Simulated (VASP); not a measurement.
A run of VASP 6.6.1 is set up as follows.

Contents of INCAR:

```
ALGO     = Normal         # electronic algorithm
EDIFF    = 1E-6           # SCF threshold, eV
ENCUT    = 520            # plane-wave cutoff, eV
GGA      = PE             # functional
ISIF     = 2              # what is computed and relaxed
ISMEAR   = -1             # smearing method
LASPH    = T              # aspherical terms in the spheres
LCHARG   = F              # write CHGCAR
LREAL    = Auto         
LWAVE    = F              # write WAVECAR
NBANDS   = 44             # bands
NELM     = 80             # most SCF steps
PREC     = Accurate       # precision mode
SIGMA    = 0.02           # smearing width, eV
```

The input KPOINTS:

```
k-points
0
Gamma
  1 1 1
```

Contents of POSCAR:

```
H14SO6
1.0
    6.0000000000      0.0000000000      0.0000000000
    0.0000000000      6.0000000000      0.0000000000
    0.0000000000      0.0000000000      6.0000000000
O H S
6 14 1
Direct
    0.8469795813      0.9688882516      0.7937077629
    0.4109225352      1.0542316657      0.7280893863
    1.0904557226      0.3081163893      0.5566344581
    0.1694304272      0.6715987461     -0.1829904942
    0.2836014965      0.3067565673      0.0702687280
    0.8669188480      0.1406272819      0.1935354236
    0.6931340311      0.9780239512      0.7365286717
    0.8370067468      1.0418294272      0.9438138303
    0.3060950819      1.1412021221      0.6324232613
    0.3391172723      0.9068675193      0.7491087235
    0.9787758700      0.2160819655      0.6366844446
    1.1091961274      0.4486779155      0.6438093999
    0.1897825707      0.5598219830     -0.0627432662
    0.0252802496      0.7533606179     -0.1679150199
    0.4081175902      0.3521155684      0.1645057701
    0.3487326472      0.2066057088     -0.0481074534
    0.7855322475      0.2662087788      0.2578571640
    1.0228846657      0.1926054146      0.1986646556
    0.4424300116      0.7268179184      0.2368848276
    0.7577555316      0.7724661856      0.2919162809
    0.5986890458      0.6302369218      0.3690694453
```

Potentials or basis: VASP PAW PBE potentials, release 64 (O, H, S).

The run is started by

```bash
$ cat potpaw_PBE.64/O/POTCAR potpaw_PBE.64/H/POTCAR potpaw_PBE.64/S/POTCAR > POTCAR
$ mpirun -np 1 vasp_gam > vasp.out
```

Problem. Estimate the pressure.

Solution. 1.1 GPa.

Problem. What does it give for the largest force?

Solution. 0.229 eV/Å.

Problem. What does it give for the band gap on the k mesh?

Solution. 4.47 eV, direct.

Stress tensor (GPa, compression positive):
```
 1.66  0.04  0.46
 0.04 -0.29  0.93
 0.46  0.93  2.05
```

A hybrid or GW would open this gap; PBE tends to underestimate it.
